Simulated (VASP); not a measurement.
Cl2Sn, in a box:

```
Cl Sn
1.0
    11.00000    0.00000    0.00000
     0.00000   13.00000    0.00000
     0.00000    0.00000   11.00000
Cl Sn
2 1
Cartesian
  6.4885 8.0336 6.1083
  4.9661 5.0084 4.9597
  4.5374 7.3318 4.9757
```

Base run:

| Quantity | Value |
| --- | --- |
| Program | VASP 6.6.1 |
| Functional | PBE |
| Potentials or basis | VASP PAW PBE potentials, release 64 (Cl, Sn_d) |
| Cutoff | 520 eV |
| k mesh | 1 × 1 × 1 |
| Occupations | gaussian, width 0.01 eV |
| Spin | no spin polarisation |

Its results: gap between the frontier levels 3.17 eV; largest force 0.465 eV/Å.

**Question.** The run is repeated on the same cell with these changes: functional from PBE to B3LYP; further incar settings from ALGO = Fast; EDIFF = 1e-06 to ALGO = Normal; EDIFF = 1e-06; NBANDS = 21. What comes out?

**Answer.** Gap between the frontier levels 4.51 eV; largest force 0.505 eV/Å.

Caveats: spin-orbit coupling is left out, which moves the levels of the heavy elements; the PAW data sets were made with another functional, which shifts forces and pressure a little (some runs).

A k mesh can miss the band edges.

Not every run made on this cell is shown here.
